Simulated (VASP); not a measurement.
# GaSb (F-43m) in VASP: settings compared, part 3 of 3

VASP 6.6.1.

**6. Relaxation of the atoms, PBEsol (a relaxed cell with its volume scaled by 0.94)**

File INCAR:

```
PREC     = Accurate       # precision mode
ENCUT    = 600            # plane-wave cutoff, eV
EDIFF    = 1E-7           # SCF threshold, eV
ISMEAR   = 0              # smearing method
SIGMA    = 0.03           # smearing width, eV
LREAL    = F              # projectors in reciprocal space
LASPH    = T              # aspherical terms in the spheres
NELM     = 80             # most SCF steps
ALGO     = Normal         # electronic algorithm
ISIF     = 2              # what is computed and relaxed
LWAVE    = F              # write WAVECAR
LCHARG   = F              # write CHGCAR
GGA      = PS             # functional
IBRION   = 2              # ionic algorithm
NSW      = 40             # ionic steps
EDIFFG   = -0.01          # ionic threshold
```

File KPOINTS:

```
Automatic mesh
0
Gamma
  10 10 10
```

File POSCAR:

```
GaSb                                    
1.0
   -0.0000000000      2.9949843599      2.9949843599
    2.9949843599      0.0000000000      2.9949843599
    2.9949843599      2.9949843599      0.0000000000
  Ga              Sb            
     1     1
Direct
     1.0000000000000000    1.0000000000000000    1.0000000000000000
     0.2500000000000000    0.2500000000000000    0.2500000000000000
```

Potentials or basis: VASP PAW PBE potentials, release 64 (Ga_d, Sb).

On the command line:

```
$ cat potpaw_PBE.64/Ga_d/POTCAR potpaw_PBE.64/Sb/POTCAR > POTCAR
$ mpirun -np 1 vasp_std > vasp.out
```

OUTCAR:

```text
PREC = Accurate
   ENCUT = 600
   EDIFF = 1E-7
   ISMEAR = 0
   LREAL = F
   LASPH = T
   NELM = 80
   ISIF = 2
   GGA = PS
   IBRION = 2
   NSW = 40
   EDIFFG = -0.01

 ion  position               nearest neighbor table
   1  0.000  0.000  0.000-   2 2.59   2 2.59   2 2.59   2 2.59
   2  0.250  0.250  0.250-   1 2.59   1 2.59   1 2.59   1 2.59

  LATTYP: Found a face centered cubic cell.
 ALAT       =     5.9899687198

  Lattice vectors:

 A1 = (   0.0000000000,   2.9949843599,   2.9949843599)
 A2 = (   2.9949843599,   0.0000000000,   2.9949843599)
 A3 = (   2.9949843599,   2.9949843599,   0.0000000000)

Analysis of symmetry for initial positions (statically):
=====================================================================
 Subroutine PRICEL returns:
 Original cell was already a primitive cell.

 Routine SETGRP: Setting up the symmetry group for a
 face centered cubic supercell.

 Subroutine GETGRP returns: Found 24 space group operations
 (whereof 24 operations were pure point group operations)
 out of a pool of 48 trial point group operations.

The static configuration has the point symmetry T_d .

Analysis of symmetry for dynamics (positions and initial velocities):
[... 170 lines left out ...]
  band No.  band energies     occupation
      1      -9.7356      2.00000
      2      -9.7356      2.00000
      3      -9.7356      2.00000
      4      -9.6746      2.00000
      5      -9.6746      2.00000
      6      -6.5637      2.00000
      7       5.4013      2.00000
      8       5.4013      2.00000
      9       5.4013      2.00000
     10       5.8537      0.00000
     11       8.1374      0.00000
     12       8.1374      0.00000
     13       8.1374      0.00000
[... 354 lines left out ...]
  band No.  band energies     occupation
      1      -9.7822      2.00000
      2      -9.7122      2.00000
      3      -9.7114      2.00000
      4      -9.6859      2.00000
      5      -9.6711      2.00000
      6      -4.8066      2.00000
      7      -0.3629      2.00000
      8       2.6568      2.00000
      9       3.0056      2.00000
     10       6.5067      0.00000
     11       7.6055      0.00000
     12      11.8015      0.00000
     13      12.3158      0.00000

 [... further k-points ...]
[... 5 lines left out ...]
  --------------------------------------------------------------------------------------
  -------------------------------------------------------------------------------------
  Total        1.2330553      1.2330553      1.2330553      0.0000000      0.0000000      0.0000000
  in kB       36.7688010     36.7688010     36.7688010      0.0000000      0.0000000      0.0000000
  external PRESSURE =      36.7688010 kB  Pullay stress =       0.0000000 kB

 VOLUME and BASIS-vectors are now :
 -----------------------------------------------------------------------------
  energy-cutoff  :      600.00
  volume of cell :       53.73
      direct lattice vectors                 reciprocal lattice vectors
     0.000000000  2.994984360  2.994984360    -0.166945780  0.166945780  0.166945780
     2.994984360  0.000000000  2.994984360     0.166945780 -0.166945780  0.166945780
     2.994984360  2.994984360  0.000000000     0.166945780  0.166945780 -0.166945780

 POSITION                                       TOTAL-FORCE (eV/Angst)
 -----------------------------------------------------------------------------------
      0.00000      0.00000      0.00000        -0.000000     -0.000000     -0.000000
      1.49749      1.49749      1.49749         0.000000      0.000000      0.000000
 -----------------------------------------------------------------------------------
    total drift:                                0.000000      0.000000      0.000000

  FREE ENERGIE OF THE ION-ELECTRON SYSTEM (eV)
  ---------------------------------------------------
  free  energy   TOTEN  =        -8.1162346925 eV

  energy  without entropy=       -8.1162346925  energy(sigma->0) =       -8.11623469

 reached required accuracy - stopping structural energy minimisation
```

OSZICAR:

```text
N       E                     dE             d eps       ncg     rms          rms(c)
DAV:   1     0.799442168861E+02    0.79944E+02   -0.94108E+03  1238   0.188E+03
DAV:   2    -0.235713621583E+01   -0.82301E+02   -0.79550E+02  1322   0.333E+02
DAV:   3    -0.812744855965E+01   -0.57703E+01   -0.57193E+01  1512   0.743E+01
DAV:   4    -0.822846254500E+01   -0.10101E+00   -0.10099E+00  1407   0.109E+01
DAV:   5    -0.823107032871E+01   -0.26078E-02   -0.26077E-02  1538   0.154E+00    0.340E+00
DAV:   6    -0.814648823338E+01    0.84582E-01   -0.10113E-01  1600   0.643E+00    0.201E+00
DAV:   7    -0.811587872128E+01    0.30610E-01   -0.60154E-02  1457   0.252E+00    0.378E-01
DAV:   8    -0.811597822678E+01   -0.99505E-04   -0.55532E-03  1577   0.113E+00    0.112E-01
DAV:   9    -0.811623049102E+01   -0.25226E-03   -0.50711E-04  1313   0.193E-01    0.370E-02
DAV:  10    -0.811622440965E+01    0.60814E-05   -0.21305E-05  1583   0.414E-02    0.895E-03
DAV:  11    -0.811623457411E+01   -0.10164E-04   -0.12109E-05  1307   0.275E-02    0.383E-03
DAV:  12    -0.811623474954E+01   -0.17543E-06   -0.41341E-07  1452   0.640E-03    0.883E-04
DAV:  13    -0.811623469252E+01    0.57018E-07   -0.43289E-08   951   0.211E-03
   1 F= -.81162347E+01 E0= -.81162347E+01  d E =-.811623E+01
```

CONTCAR:

```text
GaSb
   1.00000000000000
     0.0000000000000000    2.9949843599000001    2.9949843599000001
     2.9949843599000001    0.0000000000000000    2.9949843599000001
     2.9949843599000001    2.9949843599000001    0.0000000000000000
  Ga              Sb
     1     1
Direct
     0.0000000000000000    0.0000000000000000    0.0000000000000000
     0.2500000000000000    0.2500000000000000    0.2500000000000000

  0.00000000E+00  0.00000000E+00  0.00000000E+00
  0.00000000E+00  0.00000000E+00  0.00000000E+00
```

Run time: 19 s. Hardware: 1 thread of AMD EPYC 9R45 (Zen 5), shared host; peak memory 0.2 GiB.

What came out:

```yaml
Free_energy: -8.1162 eV
Pressure_after_relaxing: 3.7 GPa
Band_gap_on_the_k_mesh: 0.45 eV, direct
```

Final structure:
```
Ga Sb
1.0
     0.00000    2.99498    2.99498
     2.99498    0.00000    2.99498
     2.99498    2.99498    0.00000
Ga Sb
1 1
Direct
  0.00000 0.00000 0.00000
  0.25000 0.25000 0.25000
```

Levels at points of the mesh, in eV from the valence-band top:
```
           k point  band 7  band 8  band 9  band 10  band 11  band 12
(0.00, 0.00, 0.00)    0.00    0.00    0.00     0.45     2.74     2.74
(0.50, 0.00, 0.00)   -6.73   -1.26   -1.26     0.48     3.71     3.71
(0.50, 0.50, 0.00)   -7.14   -2.82   -2.82     0.76     1.03     9.09
```

Caveat: the relaxation stopped at its first step, so nothing moved; the PAW data sets were made with another functional, which shifts forces and pressure a little; spin-orbit coupling is left out, which moves the levels of the heavy elements. A k mesh can miss the band edges.

**7. Overview**

```tsv
task	level	cell	gap on the mesh (eV)	pressure (GPa)
relaxation of cell and atoms	PBE+D3(BJ)	relaxed	none	0.0
relaxation of cell and atoms	PBEsol	relaxed	none	0.0
relaxation of the atoms	PBEsol	atoms relaxed from: a relaxed cell with its volume scaled by 0.94	0.45	3.7
```

Alike in all rows: potentials or basis VASP PAW PBE potentials, release 64 (Ga_d, Sb); no spin polarisation; k mesh 10 × 10 × 10; cutoff (eV) 600; smearing gaussian 0.03 eV.

Caveats: the relaxation stopped at its first step, so nothing moved (some runs); this crystal is a semiconductor, whose small gap the functional closes, so the metal is an error of the method (some runs); the PAW data sets were made with another functional, which shifts forces and pressure a little (some runs); pairwise dispersion overbinds metals, which lowers pressure and volume (some runs); spin-orbit coupling is left out, which moves the levels of the heavy elements (some runs).

Absolute energies hang on the potentials; compare differences alone.
